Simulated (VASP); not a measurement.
All values below come from r2SCAN meta-GGA, VASP's PBE PAW potentials (set 64) (plane waves; VASP 6.6.1).

VASP ran on this input.

INCAR:
```
ALGO = Normal   ! blocked Davidson
SIGMA = 0.1   ! width (eV)
NSW = 40   ! most ionic steps
LORBIT = 10
PSTRESS = 300
LWAVE = .False.
ENCUT = 480
LREAL = .False.   ! projection in real space or not
NELM = 100   ! most electronic steps
LCHARG = .False.
ISMEAR = 1
LMAXMIX = 4   ! l cut-off of mixed one-centre charges
ISPIN = 2
MAGMOM = 0.8
LMIXTAU = .True.
ISIF = 3
PREC = Accurate
IBRION = 2   ! conjugate gradients
EDIFF = 1E-7   ! SCF stop (eV)
SYSTEM = Ni
LASPH = .True.
METAGGA = R2SCAN
EDIFFG = -0.01   ! ionic stop
```

File POSCAR:
```
Ni
1.0
  0.0000000000   1.6788392159   1.6788392159
  1.6788392159   0.0000000000   1.6788392159
  1.6788392159   1.6788392159   0.0000000000
Ni
1
Direct
  0.0000000000   0.0000000000   0.0000000000
```

**KPOINTS**
```
Automatic
0
G
 16 16 16
0 0 0
```

POTCAR, in this order: Ni (PBE.64 set). Program: vasp_std.

What VASP printed:

OUTCAR:
```
 ion  position               nearest neighbor table
   1  0.000  0.000  0.000-
  LATTYP: Found a face centered cubic cell.
 ALAT       =     3.3576784318
 Subroutine PRICEL returns:
 Original cell was already a primitive cell.
 Subroutine GETGRP returns: Found 48 space group operations
The static configuration has the point symmetry O_h .
The dynamic configuration has the point symmetry O_h .
The overall configuration has the point symmetry O_h .
 Subroutine INISYM returns: Found 48 space group operations
 Subroutine IBZKPT returns following result:
 Found    145 irreducible k-points:

 Following reciprocal coordinates:
            Coordinates               Weight
  0.000000  0.000000  0.000000      1.000000
  0.062500  0.000000  0.000000      8.000000
  0.125000  0.000000  0.000000      8.000000
  0.187500  0.000000  0.000000      8.000000
  0.250000  0.000000  0.000000      8.000000
  0.312500  0.000000  0.000000      8.000000
  0.375000  0.000000  0.000000      8.000000
  0.437500  0.000000  0.000000      8.000000
  0.500000  0.000000  0.000000      4.000000
  0.062500  0.062500  0.000000      6.000000
  0.125000  0.062500  0.000000     24.000000
  0.187500  0.062500  0.000000     24.000000
  0.250000  0.062500  0.000000     24.000000
  0.312500  0.062500  0.000000     24.000000
  0.375000  0.062500  0.000000     24.000000
  0.437500  0.062500  0.000000     24.000000
  0.500000  0.062500  0.000000     24.000000
 -0.437500  0.062500  0.000000     24.000000
 -0.375000  0.062500  0.000000     24.000000
 -0.312500  0.062500  0.000000     24.000000
 -0.250000  0.062500  0.000000     24.000000
 -0.187500  0.062500  0.000000     24.000000
 -0.125000  0.062500  0.000000     24.000000
 -0.062500  0.062500  0.000000     12.000000
  0.125000  0.125000  0.000000      6.000000
  0.187500  0.125000  0.000000     24.000000
  0.250000  0.125000  0.000000     24.000000
  0.312500  0.125000  0.000000     24.000000
  0.375000  0.125000  0.000000     24.000000
  0.437500  0.125000  0.000000     24.000000
  0.500000  0.125000  0.000000     24.000000
 -0.437500  0.125000  0.000000     24.000000
 -0.375000  0.125000  0.000000     24.000000
 -0.312500  0.125000  0.000000     24.000000
 -0.250000  0.125000  0.000000     24.000000
 -0.187500  0.125000  0.000000     24.000000
 -0.125000  0.125000  0.000000     12.000000
  0.187500  0.187500  0.000000      6.000000
  0.250000  0.187500  0.000000     24.000000
  0.312500  0.187500  0.000000     24.000000
   k-points           NKPTS =    145   k-points in BZ     NKDIM =    145   number of bands    NBANDS=      9
   number of dos      NEDOS =    301   number of ions     NIONS =      1
   total plane-waves  NPLWV =   5832
   dimension x,y,z NGX =    18 NGY =   18 NGZ =   18
   dimension x,y,z NGXF=    36 NGYF=   36 NGZF=   36
   ions per type =               1
   PREC   = accura    normal or accurate (medium, high low for compatibility)
   ISTART =      0    job   : 0-new  1-cont  2-samecut
   ICHARG =      2    charge: 1-file 2-atom 10-const
   ISPIN  =      2    spin polarized calculation?
   LNONCOLLINEAR =      F non collinear calculations
   LSORBIT =      F    spin-orbit coupling
   INIWAV =      1    electr: 0-lowe 1-rand  2-diag
   ENCUT  =  480.0 eV  35.28 Ry    5.94 a.u.   4.24  4.24  4.24*2*pi/ulx,y,z
   NELM   =    100;   NELMIN=  2; NELMDL= -5     # of ELM steps
   EDIFF  = 0.1E-06   stopping-criterion for ELM
   LREAL  =      F    real-space projection
   NLSPLINE    = F    spline interpolate recip. space projectors
   LMAXMIX     =    4 max onsite mixed and CHGCAR
...
```

File OSZICAR:
```
       N       E                     dE             d eps       ncg     rms          rms(c)
DAV:   1     0.143911436008E+02    0.14391E+02   -0.47386E+03  5349   0.143E+03
DAV:   2    -0.136554952470E+02   -0.28047E+02   -0.26958E+02  5293   0.171E+02
DAV:   3    -0.140572991887E+02   -0.40180E+00   -0.40126E+00  6036   0.274E+01
DAV:   4    -0.140612715724E+02   -0.39724E-02   -0.39719E-02  6080   0.231E+00
DAV:   5    -0.140613704973E+02   -0.98925E-04   -0.98923E-04  6079   0.306E-01    0.122E+01
DAV:   6    -0.121937984213E+02    0.18676E+01   -0.24022E+01  5554   0.848E+01    0.744E+00
DAV:   7    -0.118851266662E+02    0.30867E+00   -0.66181E+00  5559   0.368E+01    0.308E+00
DAV:   8    -0.118551799859E+02    0.29947E-01   -0.19748E-02  5338   0.198E+00    0.176E+00
DAV:   9    -0.118502675893E+02    0.49124E-02   -0.45989E-02  5938   0.320E+00    0.492E-01
DAV:  10    -0.118510167059E+02   -0.74912E-03   -0.26553E-02  5737   0.216E+00    0.238E-01
DAV:  11    -0.118510603795E+02   -0.43674E-04   -0.42686E-03  5765   0.996E-01    0.521E-02
DAV:  12    -0.118510807514E+02   -0.20372E-04   -0.15084E-04  6360   0.149E-01    0.263E-02
DAV:  13    -0.118510921326E+02   -0.11381E-04   -0.11686E-04  5814   0.141E-01    0.751E-03
DAV:  14    -0.118510927259E+02   -0.59331E-06   -0.15682E-06  6599   0.138E-02    0.165E-03
DAV:  15    -0.118510926930E+02    0.32889E-07   -0.22689E-07  4531   0.739E-03
   1 F= -.10079075E+02 E0= -.10079311E+02  d E =-.100791E+02  mag=     0.6728
```

**OUTCAR**
```
------------------------ aborting loop because EDIFF is reached ----------------------------------------
  FORCE on cell =-STRESS in cart. coord.  units (eV):
  Direction    XX          YY          ZZ          XY          YZ          ZX
  --------------------------------------------------------------------------------------
  Total        1.7643955      1.7643955      1.7643955      0.0000000      0.0000000     -0.0000000
  in kB      298.7096181    298.7096181    298.7096181      0.0000000      0.0000000     -0.0000000
  external PRESSURE =      -1.2903819 kB  Pullay stress =     300.0000000 kB
  volume of cell :        9.46
      direct lattice vectors                 reciprocal lattice vectors
     0.000000000  1.678839216  1.678839216    -0.297824828  0.297824828  0.297824828
     1.678839216  0.000000000  1.678839216     0.297824828 -0.297824828  0.297824828
     1.678839216  1.678839216  0.000000000     0.297824828  0.297824828 -0.297824828
 POSITION                                       TOTAL-FORCE (eV/Angst)
 -----------------------------------------------------------------------------------
      0.00000      0.00000      0.00000        -0.000000     -0.000000     -0.000000
 -----------------------------------------------------------------------------------
    total drift:                                0.000000     -0.000000      0.000000
  FREE ENERGIE OF THE ION-ELECTRON SYSTEM (eV)
  ---------------------------------------------------
  free  energy   TOTEN  =       -11.8510926930 eV

  energy  without entropy=      -11.8518006873  energy(sigma->0) =      -11.85132869
  enthalpy is  TOTEN    =       -10.0790752853 eV   P V=        1.7720174077

 total charge

# of ion       s       p       d       tot
------------------------------------------
    1        0.580   0.656   8.399   9.635

 magnetization (x)

# of ion       s       p       d       tot
------------------------------------------
    1       -0.010  -0.045   0.733   0.678

 reached required accuracy - stopping structural energy minimisation
```
(Selected blocks of OUTCAR.)

The compound is Ni in the fcc structure. It was relaxed first under an external pressure of 30 GPa.
